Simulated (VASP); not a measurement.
Calculation: rev-vdW-DF2, VASP's PBE PAW potentials (set 64) (plane waves; VASP 6.6.1).

VASP ran on this input.

### KPOINTS
```
Automatic mesh
0
Gamma
12 12 7
0 0 0
```

**POSCAR**
```
Er
1.0
  1.8061291702  -3.1283070484   0.0000000000
  1.8061291702   3.1283070484   0.0000000000
  0.0000000000   0.0000000000   5.5579672788
Er
2
Cartesian
  1.8061291702   1.0427711017   1.3894918197
  1.8061291702  -1.0427711017   4.1684754591
```

**INCAR**
```
SYSTEM=Er
PREC=Accurate; ENCUT=520; LREAL=.FALSE.
LASPH=.TRUE.
EDIFF=1E-7; NELM=100; ALGO=Normal
LMAXMIX=6
ISMEAR=1; SIGMA=0.1
GGA=MK; LUSE_VDW=.TRUE.; AGGAC=0.0
PARAM1=0.1234568; PARAM2=0.7114; ZAB_VDW=-1.8867
IBRION=2; NSW=30; ISIF=4
EDIFFG=-0.01
LWAVE=.FALSE.; LCHARG=.FALSE.
```

POTCAR, in this order: Er_3 (PBE.64 set). Program: vasp_std.

Output

### OSZICAR
```
       N       E                     dE             d eps       ncg     rms          rms(c)
DAV:   1     0.497140484425E+02    0.49714E+02   -0.88013E+03  3397   0.136E+03
DAV:   2    -0.191214166557E+01   -0.51626E+02   -0.50532E+02  3319   0.526E+02
DAV:   3    -0.431520681654E+01   -0.24031E+01   -0.22274E+01  3606   0.563E+01
DAV:   4    -0.443309200127E+01   -0.11789E+00   -0.11341E+00  3646   0.107E+01
DAV:   5    -0.443702939533E+01   -0.39374E-02   -0.38974E-02  3409   0.180E+00    0.241E+01
DAV:   6    -0.443984031236E+01   -0.28109E-02   -0.28919E-02  3334   0.315E+00    0.143E+01
DAV:   7    -0.445162849986E+01   -0.11788E-01   -0.53116E-02  3264   0.439E+00    0.346E-01
DAV:   8    -0.445162126567E+01    0.72342E-05   -0.34436E-03  3192   0.926E-01    0.685E-02
DAV:   9    -0.445165348542E+01   -0.32220E-04   -0.19779E-04  3361   0.182E-01    0.332E-02
DAV:  10    -0.445165109532E+01    0.23901E-05   -0.29661E-05  3350   0.676E-02    0.500E-02
DAV:  11    -0.445165204992E+01   -0.95459E-06   -0.35566E-06  3238   0.203E-02    0.192E-03
DAV:  12    -0.445165222913E+01   -0.17922E-06   -0.19613E-07  2122   0.685E-03    0.286E-03
DAV:  13    -0.445165219297E+01    0.36166E-07   -0.47341E-08  1833   0.939E-03
   1 F= -.44516522E+01 E0= -.44506785E+01  d E =-.445165E+01
       N       E                     dE             d eps       ncg     rms          rms(c)
DAV:   1    -0.445318846373E+01   -0.15362E-02   -0.54017E-02  3051   0.287E+00    0.165E-01
DAV:   2    -0.445249478616E+01    0.69368E-03   -0.13764E-03  3311   0.548E-01    0.933E-02
DAV:   3    -0.445215934708E+01    0.33544E-03   -0.37232E-04  3784   0.219E-01    0.528E-02
DAV:   4    -0.445215689908E+01    0.24480E-05   -0.54783E-05  3307   0.630E-02    0.208E-02
DAV:   5    -0.445215658828E+01    0.31080E-06   -0.19480E-06  3438   0.196E-02    0.321E-03
DAV:   6    -0.445215653014E+01    0.58134E-07   -0.13323E-07  2051   0.545E-03
   2 F= -.44521565E+01 E0= -.44512441E+01  d E =-.504337E-03
       N       E                     dE             d eps       ncg     rms          rms(c)
DAV:   1    -0.445294689928E+01   -0.79031E-03   -0.34705E-02  3026   0.230E+00    0.132E-01
DAV:   2    -0.445249951407E+01    0.44739E-03   -0.89141E-04  3327   0.439E-01    0.751E-02
DAV:   3    -0.445228230862E+01    0.21721E-03   -0.24096E-04  3776   0.177E-01    0.424E-02
DAV:   4    -0.445228088310E+01    0.14255E-05   -0.35929E-05  3294   0.510E-02    0.168E-02
DAV:   5    -0.445228065925E+01    0.22385E-06   -0.11855E-06  3165   0.154E-02    0.278E-03
DAV:   6    -0.445228061603E+01    0.43216E-07   -0.12975E-07  2063   0.496E-03
   3 F= -.44522806E+01 E0= -.44514333E+01  d E =-.628423E-03
```

File OUTCAR:
```
------------------------ aborting loop because EDIFF is reached ----------------------------------------
  FORCE on cell =-STRESS in cart. coord.  units (eV):
  Direction    XX          YY          ZZ          XY          YZ          ZX
  --------------------------------------------------------------------------------------
  Total       -0.9114689     -0.9114687     -0.9118179     -0.0000000     -0.0000000      0.0000000
  in kB      -23.2513557    -23.2513497    -23.2602584     -0.0000000     -0.0000000      0.0000000
  external PRESSURE =     -23.2543213 kB  Pullay stress =       0.0000000 kB
  volume of cell :       62.81
      direct lattice vectors                 reciprocal lattice vectors
     1.800693494 -3.118892220 -0.000000000     0.277670798 -0.160313331  0.000000000
     1.800693494  3.118892220  0.000000000     0.277670798  0.160313331  0.000000000
     0.000000000  0.000000000  5.591573050     0.000000000 -0.000000000  0.178840550
 POSITION                                       TOTAL-FORCE (eV/Angst)
 -----------------------------------------------------------------------------------
      1.80069      1.03963      1.39789         0.000000     -0.000000      0.000000
      1.80069     -1.03963      4.19368        -0.000000      0.000000      0.000000
 -----------------------------------------------------------------------------------
    total drift:                                0.000002      0.000089     -0.000012
  FREE ENERGIE OF THE ION-ELECTRON SYSTEM (eV)
  ---------------------------------------------------
  free  energy   TOTEN  =        -4.4522806160 eV

  energy  without entropy=       -4.4497385638  energy(sigma->0) =       -4.45143327

 reached required accuracy - stopping structural energy minimisation
```
(Selected blocks of OUTCAR.)

CONTCAR:
```
Er
   1.00000000000000
     1.8006934944162074   -3.1188922203261695   -0.0000000000000000
     1.8006934944162074    3.1188922203261695    0.0000000000000000
     0.0000000000000000    0.0000000000000000    5.5915730500457714
  Er
     2
Direct
     0.3333330000000032    0.6666669999999968    0.2500000000000000
     0.6666669999999968    0.3333330000000032    0.7500000000000000
```

The 4f electrons are frozen in the core of the lanthanide potential, so 4f levels, which can set the real gap, and their magnetism are missing.

The compound is Er in the hcp structure. This cell is one point of a volume scan, at 1.06 of the reference volume. Symmetry was kept, so distortions that lower it aren't found.
